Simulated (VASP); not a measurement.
Input of a VASP 6.6.1 run:

Contents of INCAR:

```
SYSTEM = PdC18
ALGO = Normal
EDIFF = 1E-6
ENCUT = 520
GGA = PE
ISIF = 2
ISMEAR = 0
LASPH = .True.
LCHARG = .False.
LREAL = Auto
LWAVE = .False.
NBANDS = 56
NELM = 100
PREC = Accurate
SIGMA = 0.05
```

File KPOINTS:

```
k-points
0
Gamma
  2 2 1
  0 0 0
```

Contents of POSCAR:

```
PdC18
1.0
    7.3980000000      0.0000000000      0.0000000000
   -3.6990000000      6.4068560000      0.0000000000
    0.0000000000      0.0000000000     11.0000000000
C Pd
18 1
Direct
   -0.0010178675     -0.0058148646      0.1020410000
    0.2228878263      0.1064025787      0.0927030000
   -0.0013166599      0.3306226954      0.0926850909
    0.2212685941      0.4394539225      0.0875646364
   -0.0020265207      0.6618015139      0.0891132727
    0.2207702381      0.7724250397      0.0888030909
    0.3313802262     -0.0047956439      0.0891359091
    0.5540596323      0.1057215895      0.0891353636
    0.3317311688      0.3290030243      0.0875845455
    0.5542059131      0.4389681928      0.0866272727
    0.3312328146      0.6619368377      0.0866431818
    0.5537216254      0.7719112151      0.0875938182
    0.6625466458     -0.0054914610      0.0926930000
    0.8864474959      0.1067303526      0.1020198182
    0.6646710026      0.3284993451      0.0888019091
    0.8874691356      0.4391272412      0.0891057273
    0.6641788253      0.6614628142      0.0875650909
    0.8867555997      0.7702935730      0.0926929091
    0.9426749840      1.0507000626      0.2874915455
```

Potentials or basis: VASP PAW PBE potentials, release 64 (C, Pd).

Run with:

```console
$ cat potpaw_PBE.64/C/POTCAR potpaw_PBE.64/Pd/POTCAR > POTCAR
$ mpirun -np 1 vasp_std > vasp.out
```

(1) What does it give for the band gap on the k mesh?

(2) Predict the largest force.

Results:

(1) 0.08 eV, direct.

(2) 0.037 eV/Å.

Caveat: the k mesh is coarse (spacing up to 0.49 Å⁻¹), so the values aren't converged.
